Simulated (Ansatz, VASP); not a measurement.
SrMg2Bi2 in VASP and in Ansatz

Contents of INCAR:

```
SYSTEM = SrMg2Bi2
PREC = Accurate
ENCUT = 520
EDIFF = 1E-7
ISMEAR = 0
SIGMA = 0.03
LREAL = .False.
LASPH = .True.
NELM = 100
ALGO = Normal
ISIF = 2
LWAVE = .False.
LCHARG = .False.
GGA = CA
NBANDS = 30
```

File KPOINTS:

```
Automatic mesh
0
Gamma
  9 9 6
  0 0 0
```

POSCAR

```
SrMg2Bi2
1.0
    4.5449342151      0.0000000000      0.0000000000
   -2.2724671075      3.9360284888      0.0000000000
    0.0000000000      0.0000000000      9.0146224138
Sr Mg Bi
1 2 2
Direct
    0.0000000000      0.0000000000      0.0000000000
    0.6666666667      0.3333333333      0.3750441600
    0.3333333333      0.6666666667      0.6249558400
    0.6666666667      0.3333333333      0.7467348600
    0.3333333333      0.6666666667      0.2532651400
```

Input for Ansatz:

```yaml
crystal:
  lattice:
    - [4.5449342151, 0.0, 0.0]
    - [-2.2724671075, 3.9360284888, 0.0]
    - [0.0, 0.0, 9.0146224138]
  atoms:
    - { symbol: Sr, position: [0.0, 0.0, 0.0] }
    - { symbol: Mg, position: [0.6666666667, 0.3333333333, 0.37504416] }
    - { symbol: Mg, position: [0.3333333333, 0.6666666667, 0.62495584] }
    - { symbol: Bi, position: [0.6666666667, 0.3333333333, 0.74673486] }
    - { symbol: Bi, position: [0.3333333333, 0.6666666667, 0.25326514] }
basis:
  ecutwfc: 420
kpoints:
  mp_grid: { grid: [9, 9, 6] }
hamiltonian:
  xc: lda
scf:
  occupations: { method: gaussian, width: 0.03 }
output:
  forces: true
  stress: true
  eigenvalues: true
```

Alike in both runs: task single point; functional LDA; k mesh 9 × 9 × 6; occupations gaussian, width 0.03 eV; no spin polarisation.

|  | VASP | Ansatz |
| --- | --- | --- |
| version | VASP 6.6.1 | Ansatz 0.2.0 |
| potentials or method | VASP PAW LDA potentials, release 64 (Sr_sv, Mg, Bi_d) | scalar-relativistic, plane waves, PAW |
| plane-wave cutoff (eV) | 520 | 420 |
| valence electrons in the cell | 44 | 60 |

```tsv
	VASP	Ansatz	Ansatz less VASP
gap on the k mesh at the Fermi level (eV)	none	none	-
pressure (GPa)	-1.5	-1.3	+0.16
largest component of the traceless stress (GPa)	5.94	5.88	-0.065
rms of the force components (eV/Å)	0.072	0.061	-0.0108
```

Atom by atom the forces differ by 0.012 eV/Å (rms over components). A gap of «none» marks a metal or a gap that the smearing closes. The two sets of potentials don't hold the same shells in valence.

Caveats: spin-orbit coupling is left out, which moves the levels of the heavy elements.
